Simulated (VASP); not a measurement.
All values below come from r2SCAN meta-GGA, VASP's PBE PAW potentials (set 64) (plane waves; VASP 6.6.1).

The input files of a VASP run:

**INCAR**
```
ALGO=Normal
EDIFF=1E-6
EDIFFG=-0.02
ENCUT=520
IBRION=2
ISIF=3
ISMEAR=0
LASPH=T
LCHARG=F
LMIXTAU=T
LREAL=F
LWAVE=F
METAGGA=R2SCAN
NELM=100
NSW=60
PREC=Accurate
SIGMA=0.05
SYSTEM=AlN
```

File KPOINTS:
```
kpoints
0
gamma
 7 7 4
```

**POSCAR**
```
AlN
1.0
  1.5566497979  -2.6961965337   0.0000000000
  1.5566497979   2.6961965337   0.0000000000
  0.0000000000   0.0000000000   4.9837267432
Al N
2 2
Cart
  1.5566497979  -0.8987339754   2.4919841143
  1.5566497979   0.8987339754   0.0001207427
  1.5566497979  -0.8987339754   4.3955262448
  1.5566497979   0.8987339754   1.9036628732
```

POTCAR, in this order: Al N (PBE.64 set). Program: vasp_std.

The resulting files:

### OUTCAR
```
 ion  position               nearest neighbor table
   1  0.667  0.333  0.500-   4 1.89   4 1.89   4 1.89   3 1.90   2 3.07   2 3.07   2 3.07   2 3.07
                             2 3.07   2 3.07
   2  0.333  0.667  0.000-   3 1.89   3 1.89   3 1.89   4 1.90   1 3.07   1 3.07   1 3.07   1 3.07
                             1 3.07   1 3.07
   3  0.667  0.333  0.882-   2 1.89   2 1.89   2 1.89   1 1.90
   4  0.333  0.667  0.382-   1 1.89   1 1.89   1 1.89   2 1.90
  LATTYP: Found a hexagonal cell.
 ALAT       =     3.1132995907
 C/A-ratio  =     1.6007861107
 Subroutine PRICEL returns:
 Original cell was already a primitive cell.
 Subroutine GETGRP returns: Found 12 space group operations
The static configuration has the point symmetry C_3v.
 The point group associated with its full space group is C_6v.
The dynamic configuration has the point symmetry C_3v.
 Subroutine INISYM returns: Found 12 space group operations
 Subroutine IBZKPT returns following result:
 Found     24 irreducible k-points:

 Following reciprocal coordinates:
            Coordinates               Weight
  0.000000  0.000000  0.000000      1.000000
  0.142857 -0.000000  0.000000      6.000000
  0.285714  0.000000  0.000000      6.000000
...
```

File OSZICAR:
```
       N       E                     dE             d eps       ncg     rms          rms(c)
DAV:   1     0.428141083113E+02    0.42814E+02   -0.79252E+03   576   0.124E+03
DAV:   2    -0.432219618650E+02   -0.86036E+02   -0.82071E+02   876   0.239E+02
DAV:   3    -0.470728671094E+02   -0.38509E+01   -0.38386E+01   752   0.533E+01
DAV:   4    -0.471042225293E+02   -0.31355E-01   -0.31351E-01   640   0.572E+00
DAV:   5    -0.471046993103E+02   -0.47678E-03   -0.47677E-03   740   0.716E-01    0.125E+01
DAV:   6    -0.390251209653E+02    0.80796E+01   -0.14478E+01   696   0.290E+01    0.566E+00
DAV:   7    -0.378792114366E+02    0.11459E+01   -0.62687E-01   596   0.825E+00    0.310E+00
DAV:   8    -0.400846160559E+02   -0.22054E+01   -0.15195E+00   712   0.106E+01    0.230E+00
DAV:   9    -0.382413853281E+02    0.18432E+01   -0.98083E-01   576   0.970E+00    0.442E-01
DAV:  10    -0.382007442505E+02    0.40641E-01   -0.67563E-02   616   0.319E+00    0.451E-01
DAV:  11    -0.382558455462E+02   -0.55101E-01   -0.61963E-03   632   0.106E+00    0.383E-01
DAV:  12    -0.384281441900E+02   -0.17230E+00   -0.41866E-02   576   0.253E+00    0.226E-01
DAV:  13    -0.384521205732E+02   -0.23976E-01   -0.13367E-02   640   0.135E+00    0.154E-01
DAV:  14    -0.384538050876E+02   -0.16845E-02   -0.75452E-04   604   0.352E-01    0.108E-01
DAV:  15    -0.384547355005E+02   -0.93041E-03   -0.13872E-03   596   0.473E-01    0.387E-02
DAV:  16    -0.384550286935E+02   -0.29319E-03   -0.12181E-04   632   0.172E-01    0.197E-02
DAV:  17    -0.384550144346E+02    0.14259E-04   -0.10995E-05   704   0.358E-02    0.139E-02
DAV:  18    -0.384550287904E+02   -0.14356E-04   -0.92867E-06   584   0.392E-02    0.158E-02
DAV:  19    -0.384550157502E+02    0.13040E-04   -0.69083E-06   616   0.330E-02    0.840E-03
DAV:  20    -0.384550211921E+02   -0.54418E-05   -0.64001E-07   324   0.111E-02    0.277E-03
DAV:  21    -0.384550198597E+02    0.13324E-05   -0.27948E-07   292   0.455E-03    0.876E-04
DAV:  22    -0.384550219109E+02   -0.20512E-05   -0.24237E-08   288   0.186E-03    0.107E-03
DAV:  23    -0.384550204274E+02    0.14834E-05   -0.13821E-08   288   0.185E-03    0.379E-04
DAV:  24    -0.384550211507E+02   -0.72331E-06   -0.18290E-09   288   0.551E-04
   1 F= -.38455021E+02 E0= -.38455021E+02  d E =-.384550E+02
       N       E                     dE             d eps       ncg     rms          rms(c)
DAV:   1    -0.384633967905E+02   -0.83764E-02   -0.18818E-01   664   0.431E+00    0.618E-01
DAV:   2    -0.384550701857E+02    0.83266E-02   -0.25712E-02   692   0.133E+00    0.181E-01
DAV:   3    -0.384550121657E+02    0.58020E-04   -0.17709E-03   644   0.372E-01    0.715E-02
DAV:   4    -0.384545907339E+02    0.42143E-03   -0.25521E-04   588   0.199E-01    0.307E-02
DAV:   5    -0.384550011394E+02   -0.41041E-03   -0.25825E-04   576   0.238E-01    0.107E-02
DAV:   6    -0.384547619899E+02    0.23915E-03   -0.11967E-04   576   0.172E-01    0.799E-03
DAV:   7    -0.384548768892E+02   -0.11490E-03   -0.83821E-06   640   0.450E-02    0.312E-03
DAV:   8    -0.384548556788E+02    0.21210E-04   -0.89624E-07   396   0.132E-02    0.609E-04
DAV:   9    -0.384548623470E+02   -0.66681E-05   -0.18321E-07   288   0.469E-03    0.190E-04
DAV:  10    -0.384548615235E+02    0.82352E-06   -0.23684E-08   288   0.174E-03
   2 F= -.38454862E+02 E0= -.38454862E+02  d E =0.159627E-03
       N       E                     dE             d eps       ncg     rms          rms(c)
DAV:   1    -0.384585432399E+02   -0.36809E-02   -0.50519E-02   664   0.222E+00    0.321E-01
DAV:   2    -0.384563856947E+02    0.21575E-02   -0.70515E-03   692   0.693E-01    0.923E-02
DAV:   3    -0.384562693017E+02    0.11639E-03   -0.46503E-04   640   0.191E-01    0.372E-02
DAV:   4    -0.384564527279E+02   -0.18343E-03   -0.73023E-05   580   0.107E-01    0.156E-02
DAV:   5    -0.384561764184E+02    0.27631E-03   -0.70438E-05   576   0.123E-01    0.499E-03
DAV:   6    -0.384564285119E+02   -0.25209E-03   -0.29827E-05   576   0.859E-02    0.406E-03
DAV:   7    -0.384563766463E+02    0.51866E-04   -0.22192E-06   536   0.234E-02    0.158E-03
DAV:   8    -0.384563875522E+02   -0.10906E-04   -0.18250E-07   288   0.609E-03    0.485E-04
DAV:   9    -0.384563849388E+02    0.26134E-05   -0.35418E-08   288   0.187E-03    0.106E-04
DAV:  10    -0.384563852410E+02   -0.30224E-06   -0.67976E-09   288   0.863E-04
   3 F= -.38456385E+02 E0= -.38456385E+02  d E =-.136409E-02
```

OUTCAR:
```
------------------------ aborting loop because EDIFF is reached ----------------------------------------
  FORCE on cell =-STRESS in cart. coord.  units (eV):
  Direction    XX          YY          ZZ          XY          YZ          ZX
  --------------------------------------------------------------------------------------
  Total       -0.0194764     -0.0194764     -0.0006572      0.0000000      0.0000000      0.0000000
  in kB       -0.7510629     -0.7510629     -0.0253431      0.0000000      0.0000000      0.0000000
  external PRESSURE =      -0.5091563 kB  Pullay stress =       0.0000000 kB
  volume of cell :       41.55
      direct lattice vectors                 reciprocal lattice vectors
     1.552846657 -2.689609301  0.000000000     0.321989295 -0.185900606  0.000000000
     1.552846657  2.689609301  0.000000000     0.321989295  0.185900606  0.000000000
     0.000000000  0.000000000  4.973882265     0.000000000  0.000000000  0.201050195
  FREE ENERGIE OF THE ION-ELECTRON SYSTEM (eV)
  ---------------------------------------------------
  free  energy   TOTEN  =       -38.4563852410 eV

  energy  without entropy=      -38.4563852410  energy(sigma->0) =      -38.45638524

 reached required accuracy - stopping structural energy minimisation
```
(Selected blocks of OUTCAR.)

File CONTCAR:
```
AlN
   1.00000000000000
     1.5528466574369912   -2.6896093012326587    0.0000000000000000
     1.5528466574369912    2.6896093012326587    0.0000000000000000
     0.0000000000000000    0.0000000000000000    4.9738822645863392
  Al              N
     2     2
Direct
     0.6666669999999968    0.3333330000000032    0.5000726665577067
     0.3333330000000032    0.6666669999999968    0.0000726665577067
     0.6666669999999968    0.3333330000000032    0.8819273334422912
     0.3333330000000032    0.6666669999999968    0.3819273334422912
```

OUTCAR:
```
 val. band max:        5.9393835622   @ k =   0.0000   0.0000   0.0000

 cond. band min:      10.8688673016   @ k =   0.0000   0.0000   0.0000


 Fermi energy:         6.2283102200

 k-point     1 :       0.0000    0.0000    0.0000
  band No.  band energies     occupation
      1     -10.0569      2.00000
      2      -7.9277      2.00000
      3      -0.1405      2.00000
      4       5.0437      2.00000
      5       5.0438      2.00000
      6       5.7067      2.00000
      7       5.7067      2.00000
      8       5.9394      2.00000
      9      10.8689      0.00000
     10      13.4826      0.00000
     11      17.5692      0.00000
     12      17.9833      0.00000

 k-point     2 :       0.1429   -0.0000    0.0000
  band No.  band energies     occupation
      1      -9.7982      2.00000
      2      -7.7871      2.00000
      3       0.1737      2.00000
      4       3.9495      2.00000
      5       4.6980      2.00000
      6       4.7332      2.00000
      7       5.6538      2.00000
      8       5.8147      2.00000
      9      11.8947      0.00000
     10      14.3858      0.00000
     11      16.3381      0.00000
     12      16.7581      0.00000

 k-point     3 :       0.2857    0.0000    0.0000
  band No.  band energies     occupation
      1      -9.1007      2.00000
      2      -7.4893      2.00000
      3       1.0590      2.00000
      4       1.9564      2.00000
      5       3.0445      2.00000
      6       4.1931      2.00000
      7       5.3304      2.00000
      8       5.4436      2.00000
      9      12.9995      0.00000
     10      13.9112      0.00000
     11      14.7141      0.00000
     12      17.2127      0.00000

 k-point     4 :       0.4286    0.0000    0.0000
  band No.  band energies     occupation
      1      -8.2849      2.00000
      2      -7.3814      2.00000
      3       0.5988      2.00000
      4       1.8751      2.00000
      5       2.2424      2.00000
      6       3.8380      2.00000
...
```

The compound is AlN in the wurtzite structure. This run relaxes it. Symmetry was kept, so distortions that lower it aren't found. The start is the result of an earlier pass.
